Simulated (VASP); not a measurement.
Sn:

```xyz
2
Lattice="0.0000 3.2333 3.2333 3.2333 0.0000 3.2333 3.2333 3.2333 0.0000" Properties=species:S:1:pos:R:3 pbc="T T T"
Sn    0.0000    0.0000    0.0000
Sn    1.6167    1.6167    1.6167
```

This isn't the form of Sn at room conditions, which is tetragonal (white tin).

```yaml
Program: VASP 6.6.1
Task: relaxation of cell and atoms
Functional: PBE
Dispersion: D3(BJ)
Potentials_or_basis: VASP PAW PBE potentials, release 64 (Sn_d)
Cutoff: 600 eV
k_mesh: 10 × 10 × 10
Occupations: gaussian, width 0.03 eV
Spin: no spin polarisation
```

At the start: pressure 2.1 GPa; volume 33.80 Å³/atom.

Question: How do energy, volume and symmetry change on relaxing?

Answer: Over 3 steps the energy falls by 10.4 meV/atom and the volume is 35.45 Å³/atom (+4.9 %); space group Fd-3m (No. 227, to 0.05 Å).

The path:
```tsv
step	energy change (eV)	largest force (eV/Å)	pressure (GPa)	volume (Å³)
1	0.0000	0.0000	2.14	67.61
2	-0.0184	0.0000	-0.63	72.12
3	-0.0209	0.0000	0.00	70.90
```

Final structure:
```yaml
crystal:
  lattice:
    - [0.00000, 3.28498, 3.28498]
    - [3.28498, 0.00000, 3.28498]
    - [3.28498, 3.28498, 0.00000]
  atoms:
    - { symbol: Sn, position: [0.00000, 0.00000, 0.00000] }
    - { symbol: Sn, position: [0.25000, 0.25000, 0.25000] }
```

Caveat: pairwise dispersion overbinds metals, which lowers pressure and volume.
